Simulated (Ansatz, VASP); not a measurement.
# Cross-check of Si2P4W (WSi2P4 monolayer) between VASP and Ansatz, part 2 of 2

One calculation is typed for both programs; each brings its own data sets. How far apart do they land? Of the first pair: The structure shown is the start of the Ansatz relaxation below; VASP solves that cell, so the two are compared at the walk's first step.

VASP 6.6.1 and Ansatz 0.2.0.

So far: Starting point; Ansatz: relaxation, PBEsol with D3(BJ); VASP: single point, PBEsol with D3(BJ), start cell, pair 1.

### 4. Comparison

Known differences besides the potentials themselves: Ansatz cuts the interaction across the vacuum, VASP repeats the sheet with a dipole correction; the data sets hold 42 valence electrons in Ansatz (on its default PAW (the set named soft_2) files) and 34 in VASP; the cutoff is 420 eV in Ansatz and 520 eV in VASP; Ansatz makes its cores anew for this functional, VASP keeps those of its PBE data sets. Total energies have different zeros and are not compared.

Forces (eV/Å; atoms numbered as in POSCAR):

```tsv
atom	Ansatz x, y, z	VASP x, y, z
P1	0.000, 0.000, -3.302	0.000, 0.000, -3.322
P2	0.000, 0.000, 3.675	0.000, 0.000, 3.718
P3	0.000, 0.000, -3.675	0.000, 0.000, -3.718
P4	0.000, 0.000, 3.302	0.000, 0.000, 3.322
Si5	0.000, 0.000, 1.045	0.000, 0.000, 1.057
Si6	0.000, 0.000, -1.045	0.000, 0.000, -1.057
W7	0.000, 0.000, 0.000	0.000, 0.000, 0.000
```

The forces differ by 15 meV/Å r.m.s., which is 1.0 % of the r.m.s. force of 1.573 eV/Å (both taken over all components). With vacuum in the cell, a pressure given here is an average over mostly empty space and none of the material.

### 5. Ansatz: relaxation, PBEsol with D3(BJ)

This run makes the geometry at which the two programs are then compared.

The structure compared here is the end of the Ansatz relaxation.

The input, input.yaml:

```yaml
crystal:
  lattice:
    - [3.48, 0.0, 0.0]
    - [-1.74, 3.0137684052, 0.0]
    - [0.0, 0.0, 26.5110506903]
  atoms:
    - { symbol: P, position: [0.0, 0.0, 0.3394810755] }
    - { symbol: Si, position: [0.3333333333, 0.6666666667, 0.363789344] }
    - { symbol: P, position: [0.3333333333, 0.6666666667, 0.4433787961] }
    - { symbol: W, position: [0.0, 0.0, 0.5] }
    - { symbol: P, position: [0.3333333333, 0.6666666667, 0.5566212039] }
    - { symbol: Si, position: [0.3333333333, 0.6666666667, 0.636210656] }
    - { symbol: P, position: [0.0, 0.0, 0.6605189245] }
  periodic: [true, true, false]
kpoints:
  mp_grid: { grid: [12, 12, 1] }
hamiltonian:
  xc: pbesol
  dispersion: d3bj
scf:
  occupations: { method: fermi_dirac, width: 0.05 }
  convergence: { dr2_threshold: 1.0e-09 }
relax:
  f_tol: 0.004
  max_steps: 90
  cell: {}
output:
  write_potential: true
  write_density: true
  volumetric_format: npy
```

Started as:

```sh
$ ansatz run input.yaml --threads 4 --pin off --max-ram 6144MiB --backend cpu --events-out ev --progress --plain --runs-dir out
```

Numbers of over 12 decimals in the logs are rounded to 6 here.

The program printed:

```text
[...]
Crystal: 7 atoms, lattice volume = 428.139 Å³
[...]
SCF iter   2: F=—  HF=-14463.752314 eV  |F-HF|=—  |Δ(HF+E_count)|=   1.40e-4  Δρ=2.03e-4  dr2=5.24e-4  ethr=1.93e-6  ⟨swp⟩=2.3  Hψ=781  notcnv=0
[...]
- { symbol: Si, position: [0.333333, 0.666667, 0.234986] }
    - { symbol: P, position: [0.333333, 0.666667, 0.289612] }
    - { symbol: W, position: [1.0573552618554993e-17, -4.9846748047362195e-17, 0.324714] }
    - { symbol: P, position: [0.333333, 0.666667, 0.359817] }
    - { symbol: Si, position: [0.333333, 0.666667, 0.414443] }
    - { symbol: P, position: [1.198033910284336e-17, -4.703317507878546e-17, 0.440186] }
[key lines of the parts left out:]
SCF converged after 5 iterations
Free energy (F): -14463.751320 eV
Fermi energy:    -4.815493 eV
P = ½ c Tr σ = -0.0191 N/m
```

### 6. VASP: single point, PBEsol with D3(BJ), relaxed cell, pair 2

The same cell, functional, mesh and smearing now go to VASP, with its own data sets.

The input, INCAR:

```
SYSTEM = Si2P4W
PREC = Accurate
ENCUT = 520
EDIFF = 1E-06
NELM = 120
ISMEAR = -1
SIGMA = 0.05
LREAL = .FALSE.
ALGO = Normal
GGA = PS
IVDW = 12
NBANDS = 24
LASPH = .TRUE.
LORBIT = 11
LWAVE = .FALSE.
LCHARG = .FALSE.
ISIF = 2
LDIPOL = .TRUE.
IDIPOL = 3
DIPOL = 0.5 0.5 0.325
LVHAR = .TRUE.
GGA_COMPAT = .FALSE.
EFERMI = MIDGAP
NELMDL = -8
KPAR = 2
```

The input, POSCAR:

```
Si2P4W
1.0
    3.3869458875      0.0000000000      0.0000000000
   -1.6934729438      2.9331811798      0.0000000000
    0.0000000000      0.0000000000     40.8221013767
P Si W
4 2 1
Direct
    0.0000000000      0.0000000000      0.2092430998
    0.3333333333      0.6666666667      0.2896116613
    0.3333333333      0.6666666667      0.3598171970
    0.0000000000      0.0000000000      0.4401857585
    0.3333333333      0.6666666667      0.2349863063
    0.3333333333      0.6666666667      0.4144425520
    0.0000000000      0.0000000000      0.3247144291
```

The input, KPOINTS:

```
Automatic mesh
0
Gamma
12 12 1
0 0 0
```

Potentials, in the order of the species: P, Si and W (PBE family, release 64).

Started as:

```sh
$ mpirun -np 2 vasp_std
```

The program printed:

```text
[banner, memory and clock lines left out]
running    2 mpi-ranks, on    1 nodes
[...]
[... a notice as in an earlier step ...]

 LDA part: xc-table for (Slater+PW92), standard interpolation
 POSCAR, INCAR and KPOINTS ok, starting setup
[...]
entering main loop
       N       E                     dE             d eps       ncg     rms          rms(c)
DAV:   1     0.228737154315E+03    0.22874E+03   -0.11384E+04   928   0.103E+03
DAV:   2    -0.254346346792E+02   -0.25417E+03   -0.24457E+03  1376   0.203E+02
DAV:   3    -0.512590844126E+02   -0.25824E+02   -0.25603E+02  1136   0.700E+01
DAV:   4    -0.521115902062E+02   -0.85251E+00   -0.84831E+00  1360   0.154E+01
[...]
DAV:  25    -0.502648448472E+02   -0.30348E-05   -0.33813E-08   672   0.886E-04    0.113E-03
DAV:  26    -0.502648539582E+02   -0.91110E-05   -0.28877E-07   736   0.196E-03    0.676E-04
DAV:  27    -0.502648546498E+02   -0.69166E-06   -0.42872E-08   640   0.133E-03
   1 F= -.52417162E+02 E0= -.52417161E+02  d E =-.156580E-05
```

From OUTCAR (step 6):

```text
 Edisp (eV)   -2.15231

  Total      -0.02322    -0.02322    -0.03679     0.00000     0.00000    -0.00000
  in kB      -0.09174    -0.09174    -0.14535     0.00000     0.00000    -0.00000
  external pressure =       -0.11 kB  Pullay stress =        0.00 kB

 POSITION                                       TOTAL-FORCE (eV/Angst)
 -----------------------------------------------------------------------------------
      0.00000      0.00000      8.54174        -0.000000      0.000000      0.006641
     -0.00000      1.95545     11.82256         0.000000     -0.000000     -0.004453
     -0.00000      1.95545     14.68849         0.000000     -0.000000      0.004453
      0.00000      0.00000     17.96931        -0.000000      0.000000     -0.006641
     -0.00000      1.95545      9.59263         0.000000      0.000000     -0.005488
     -0.00000      1.95545     16.91842        -0.000000      0.000000      0.005488
      0.00000      0.00000     13.25553        -0.000000      0.000000      0.000000
 -----------------------------------------------------------------------------------
    total drift:                                0.000000     -0.000000      0.000019

  FREE ENERGIE OF THE ION-ELECTRON SYSTEM (eV)
  ---------------------------------------------------
  free  energy   TOTEN  =       -52.4171617705 eV

  energy  without entropy=      -52.4171602047  energy(sigma->0) =      -52.41716099

[... 1 part as in an earlier step ...]

[... 2 further parts left out ...]
[key lines of the parts left out:]
E-fermi :  -1.1993
```

### 7. Differences

What differs besides the data sets and the points named for the pairs above, as far as they apply: the data sets hold 42 valence electrons in Ansatz (on its default PAW (the set named soft_2) files) and 34 in VASP. Total energies have different zeros and are not compared.

The two programs side by side:

```tsv
quantity	Ansatz	VASP	difference
gap on the k mesh (eV)	0.993	0.999	-0.006
```

At this near-relaxed geometry the largest component of a force difference is 8 meV/Å. A gap on the mesh is an upper bound, since the band edges may lie between its points; neither run holds spin-orbit coupling, which can move the band edges of a compound of W. With vacuum in the cell, a pressure given here is an average over mostly empty space and none of the material.

### 8. What came out

```
r.m.s. force difference (single point, PBEsol with D3(BJ), start cell, pair 1)           : 0.96 % of the r.m.s. force
difference in gap on the k mesh (single point, PBEsol with D3(BJ), relaxed cell, pair 2) : -0.0061 eV
```

**Reading.** The r.m.s. force difference is 0.96 % of the r.m.s. force (single point, PBEsol with D3(BJ), start cell, pair 1), within the 3 % picked in this series as the mark of a large difference. The data sets hold unlike numbers of valence electrons (42 in Ansatz and 34 in VASP), so part of the differences comes from the potentials. Such differences can come from data sets, numerical settings and the points named under the comparisons, not from the functional's error against experiment.

[Lines on the potential files, build, host, timing and source positions are cut from VASP's logs without a mark.]

[Logs are printed without paths, hosts, clocks, repeated set-up lines and the standing remarks that a program may print on its own settings, such as how far it seeks lower states.]

[Hosts, paths, dates, database ids (printed as entryN), source tags and the programs' standing remarks are cut or masked in the printed files.]
